TiPt₅ has six atoms in its primitive cell and hence 18 vibrations at the zone centre, where every cell moves in the same way. In the relaxed structure four of the five Pt atoms form a network of tetrahedra that share corners, with bonds of about 2.57 Å. Ti and the fifth Pt sit in wide cages of this network; the cage Pt has its nearest network atoms at 3.01 Å.

Zone-centre phonon frequencies of cubic TiPt₅ (F-43m, 6 atoms) at the relaxed cell, from finite displacements of 0.015 Å in VASP 6.6.1 with PBE-D3 and PAW potentials (Ti_pv, Pt). The run uses a 600 eV cutoff, a 5×5×5 k mesh and Methfessel-Paxton smearing of 0.2 eV, without spin polarisation or spin-orbit coupling. Imaginary frequencies are printed as negative.

```
row  phonon q row (row)  phonon frequency (cm⁻¹)
  1                   1                    -86.1
  2                   1                    -86.1
  3                   1                    -86.1
  4                   1                    -27.9
  5                   1                    -27.9
  6                   1                    -27.9
  7                   1                      0.3
  8                   1                      0.3
  9                   1                      0.3
 10                   1                     75.0
 11                   1                     75.0
 12                   1                     75.0
 13                   1                    149.4
 14                   1                    149.4
 15                   1                    221.4
 16                   1                    221.4
 17                   1                    221.4
 18                   1                    313.6
```

The column "phonon frequency" gives each mode in cm⁻¹, and a negative entry stands for an imaginary frequency: the energy falls when the atoms move along that mode. The column "phonon q row" has one value throughout, the zone centre.

(a) Suppose that the only forces in the crystal are equal springs along the short Pt–Pt bonds. What pattern of frequencies follows?

Solution. A spring resists a change of its length and ignores a small sideways shift of its ends. A mode is therefore stiff if neighbouring atoms move along the line that joins them, and soft if they slide past each other. When all four Pt of a tetrahedron move outwards together, every bond is purely stretched. When the tetrahedron turns as a rigid body, no bond changes its length.

Between these extremes the share of stretching can be counted. For four atoms that are all bonded to each other and whose centre stays at rest, the squared relative displacements, summed over the bonds, depend only on the total amplitude and not on the pattern. Only the part along the bonds costs energy, so

(ν / ν_b)² = share of the relative motion that lies along the bonds,

where ν is the frequency of a mode and ν_b that of the breathing mode. Neither the spring strength nor the mass of Pt remains in this ratio. Nor does it matter that each Pt belongs to two tetrahedra: at the zone centre, bonds that stretch in one are matched by parallel bonds that shorten equally in the other, so both give the same share.

Take as an example the mode that stretches the tetrahedron along x and shrinks it equally along y. The six bonds run along the face diagonals of a cube. In the two bonds that lie in the xy plane the ends move purely sideways, with a squared relative displacement of 2 units each. In the other four it is 1 unit each, half of it along the bond. The share is therefore 4 × ½ / (2 × 2 + 4 × 1) = ¼, and the frequency is half that of breathing.

This mode has one partner of equal frequency, so it is a doublet. The same count for the three modes that shear the tetrahedron gives a share of ½. The springs thus yield one breathing mode, a triplet at 1/√2 of its frequency and a doublet at 1/2. The other twelve modes have zero frequency: three shifts of the whole network, three rotations of the tetrahedra and six motions of the caged atoms, which no spring holds.

(b) Which rows depart from this pattern, and by how much?

Solution. Row 18 is the only single level, and symmetry allows just one, the breathing mode. Its 313.6 cm⁻¹ sets the scale and is no test of the model. The triplet should then lie at 313.6/√2 = 221.7 cm⁻¹, and rows 15 to 17 have 221.4 cm⁻¹. That is closer than so crude a picture deserves, because symmetry lets the caged atoms take part in this triplet.

The doublet, rows 13 and 14, is the first break. It should lie at 156.8 cm⁻¹ and is found at 149.4 cm⁻¹, about 5% below the expected value. Symmetry keeps Ti and the cage Pt at rest in this mode, so the shift comes from forces on the moving network atoms. The caged atoms can contribute to these forces even while they stay at rest.

The larger breaks are among the twelve modes that should have no frequency. Rows 7 to 9 do stay at zero, since they move the crystal as a whole. The other nine form three triplets, one real at 75.0 cm⁻¹ and two imaginary, of size 86.1 and 27.9 cm⁻¹.

For a given moving mass, the restoring force goes with the square of the frequency, and on that scale the breaks shrink. The stronger imaginary triplet has 27% of the breathing frequency in size, but only 7.5% of its square. For the real triplet the square is 5.7%, for the weaker imaginary one 0.8%. The springs thus account for most of the stiffness in the crystal, and what they leave out is a weak background of either sign. The printed output lists these comparisons.

(c) Why do the imaginary modes appear just where the springs give zero, and what do they mean for the structure?

Solution. The background forces act on stiff modes too, but there they only shift a large positive number. Where the springs contribute nothing, the background alone decides the sign. A negative contribution that lowers the doublet by a few per cent is enough to make a floppy mode unstable.

One likely source of such a contribution is compression of the network. Its bonds are clearly shorter than those in platinum metal, roughly 2.8 Å. The energy of a compressed bond falls when its ends slip sideways, as a ruler pressed at both ends buckles. Breathing has no sideways part, the doublet has three quarters and the rotation of the tetrahedra is all sideways, so this would explain why the doublet lies low.

Compression cannot be the whole story, however. Half of the motion in the upper triplet is sideways, so it should be lowered as well, yet it hardly moves. The shift of the doublet would also put the rotation of the tetrahedra at an imaginary frequency of about 55 cm⁻¹, where no level lies. Other forces must therefore act as well. In the upper triplet the caged atoms, which can join in this mode but not in the doublet, are the natural candidates. This division of roles is an argument from the shapes of the modes and has not been tested.

The caged atoms may also matter for the instability itself. Symmetry allows only one triplet that is a pure rotation of the tetrahedra. At least one of the two imaginary triplets must therefore be of the kind in which Ti and the cage Pt can move.

As computed, then, the cubic structure is a saddle point and not a minimum of the energy. The two instabilities do not carry equal weight. The weaker one is so shallow that a denser k mesh or a smaller smearing could turn it real. The stronger one is nearly ten times larger in squared frequency and less easily removed, though its convergence is untested too and spin-orbit coupling, which matters for Pt, is left out. The decisive next step is to displace the atoms along the mode of rows 1 to 3 and relax them: does TiPt₅ settle into a less symmetric structure of lower energy, and which atoms have moved when it does?

Printed output of the fit:

```
Pt-Pt bond in one set of network tetrahedra (A): 2.567
Pt-Pt bond in the other set of network tetrahedra (A): 2.575
distance from the cage Pt to its nearest network Pt (A): 3.014
number of modes in all: 18
number of imaginary modes: 6
number of modes that network springs leave at zero: 12
number of these that are not acoustic: 9
upper triplet expected from the single level (1/cm): 221.7
upper triplet, computed less expected (1/cm): -0.3487
doublet expected from the single level (1/cm): 156.8
doublet, computed less expected (1/cm): -7.4
doublet, computed less expected (percent of expected): -4.719
squared frequency of upper triplet (percent of single level, springs give 50): 49.84
squared frequency of doublet (percent of single level, springs give 25): 22.7
squared frequency of the 75 triplet (percent of single level, springs give 0): 5.72
squared frequency of the weaker imaginary triplet (percent of single level, springs give 0): -0.7915
squared frequency of the stronger imaginary triplet (percent of single level, springs give 0): -7.538
```
